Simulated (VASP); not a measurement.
Output of a VASP run:

**OSZICAR**
```
       N       E                     dE             d eps       ncg     rms          rms(c)
DAV:   1     0.976690999242E+02    0.97669E+02   -0.84342E+03   778   0.116E+03
DAV:   2    -0.216607083736E+01   -0.99835E+02   -0.93877E+02   884   0.252E+02
DAV:   3    -0.617049346455E+01   -0.40044E+01   -0.39846E+01   909   0.533E+01
DAV:   4    -0.620387987529E+01   -0.33386E-01   -0.33384E-01   839   0.543E+00
DAV:   5    -0.620432309636E+01   -0.44322E-03   -0.44322E-03   884   0.633E-01    0.664E+00
DAV:   6    -0.604363514981E+01    0.16069E+00   -0.37852E-01   828   0.865E+00    0.435E+00
DAV:   7    -0.604125005557E+01    0.23851E-02   -0.76511E-02   764   0.220E+00    0.198E+00
DAV:   8    -0.603983743330E+01    0.14126E-02   -0.48527E-03   804   0.868E-01    0.321E-01
DAV:   9    -0.603978754210E+01    0.49891E-04   -0.57837E-04   864   0.366E-01    0.578E-02
DAV:  10    -0.603981684493E+01   -0.29303E-04   -0.64227E-05   784   0.751E-02    0.152E-02
DAV:  11    -0.603982103961E+01   -0.41947E-05   -0.33469E-06   789   0.184E-02    0.326E-03
DAV:  12    -0.603982097340E+01    0.66208E-07   -0.14571E-07   407   0.422E-03
   1 F= -.60398210E+01 E0= -.60398210E+01  d E =-.603982E+01
       N       E                     dE             d eps       ncg     rms          rms(c)
DAV:   1    -0.661555215194E+01   -0.57573E+00   -0.99159E+00   754   0.348E+01    0.508E+00
DAV:   2    -0.609333589816E+01    0.52222E+00   -0.16640E+00   754   0.148E+01    0.141E+00
DAV:   3    -0.606439629873E+01    0.28940E-01   -0.80416E-02   764   0.212E+00    0.908E-01
DAV:   4    -0.606224665822E+01    0.21496E-02   -0.38346E-03   819   0.460E-01    0.426E-01
DAV:   5    -0.606196946071E+01    0.27720E-03   -0.42507E-04   859   0.275E-01    0.846E-02
DAV:   6    -0.606198770865E+01   -0.18248E-04   -0.12002E-04   854   0.130E-01    0.282E-02
DAV:   7    -0.606198434247E+01    0.33662E-05   -0.77851E-06   754   0.232E-02    0.119E-02
DAV:   8    -0.606198557404E+01   -0.12316E-05   -0.93396E-07   492   0.102E-02    0.146E-03
DAV:   9    -0.606198561397E+01   -0.39925E-07   -0.18347E-07   377   0.454E-03
   2 F= -.60619856E+01 E0= -.60619856E+01  d E =-.221646E-01
       N       E                     dE             d eps       ncg     rms          rms(c)
DAV:   1    -0.606361032800E+01   -0.16248E-02   -0.28627E-02   754   0.188E+00    0.267E-01
DAV:   2    -0.606214521841E+01    0.14651E-02   -0.41340E-03   754   0.796E-01    0.863E-02
DAV:   3    -0.606205242589E+01    0.92793E-04   -0.29540E-04   764   0.142E-01    0.588E-02
DAV:   4    -0.606204913981E+01    0.32861E-05   -0.11434E-05   814   0.328E-02    0.205E-02
DAV:   5    -0.606205062144E+01   -0.14816E-05   -0.24899E-06   750   0.256E-02    0.325E-03
DAV:   6    -0.606205068335E+01   -0.61914E-07   -0.92346E-07   377   0.129E-02
   3 F= -.60620507E+01 E0= -.60620507E+01  d E =-.222297E-01
```

File OUTCAR:
```
------------------------ aborting loop because EDIFF is reached ----------------------------------------
  FORCE on cell =-STRESS in cart. coord.  units (eV):
  Direction    XX          YY          ZZ          XY          YZ          ZX
  --------------------------------------------------------------------------------------
  Total       -0.0045522     -0.0045522     -0.0045522     -0.0000000     -0.0000000      0.0000000
  in kB       -0.1807467     -0.1807467     -0.1807467     -0.0000000     -0.0000000      0.0000000
  external PRESSURE =      -0.1807467 kB  Pullay stress =       0.0000000 kB
  volume of cell :       40.35
      direct lattice vectors                 reciprocal lattice vectors
    -0.000000000  2.722352097  2.722352097    -0.183664707  0.183664707  0.183664707
     2.722352097  0.000000000  2.722352097     0.183664707 -0.183664707  0.183664707
     2.722352097  2.722352097  0.000000000     0.183664707  0.183664707 -0.183664707
  FREE ENERGIE OF THE ION-ELECTRON SYSTEM (eV)
  ---------------------------------------------------
  free  energy   TOTEN  =        -6.0620506834 eV

  energy  without entropy=       -6.0620506834  energy(sigma->0) =       -6.06205068

 reached required accuracy - stopping structural energy minimisation
```
(Selected blocks of OUTCAR.)

POSCAR:
```
AgCl
1
    0.0000000000     2.7750000000     2.7750000000
    2.7750000000     0.0000000000     2.7750000000
    2.7750000000     2.7750000000     0.0000000000
Ag Cl
1 1
Direct
  0.0000000000   0.0000000000   0.0000000000
  0.5000000000   0.5000000000   0.5000000000
```

Problem. Write an INCAR and KPOINTS that could have produced this output.

Solution. One answer among several that fit: the input of the run itself, PBEsol GGA, plane waves, VASP's PBE PAW potentials (set 64).

INCAR:
```
ALGO = Normal
EDIFF = 1E-6
EDIFFG = -0.01
ENCUT = 480
GGA = PS
IBRION = 2
ISIF = 3
ISMEAR = 0
LASPH = T
LCHARG = F
LMAXMIX = 4
LREAL = F
LWAVE = F
NELM = 100
NSW = 60
PREC = Accurate
SIGMA = 0.05
SYSTEM = AgCl
```

KPOINTS:
```
Automatic mesh
0
Gamma
8 8 8
0 0 0
```

POTCAR, in this order: Ag Cl (PBE.64 set). Program: vasp_std.

Energy and stress use the plane-wave basis of the starting cell.

The compound is AgCl in the rock salt structure. This run relaxes it. Symmetry was kept, so distortions that lower it aren't found.
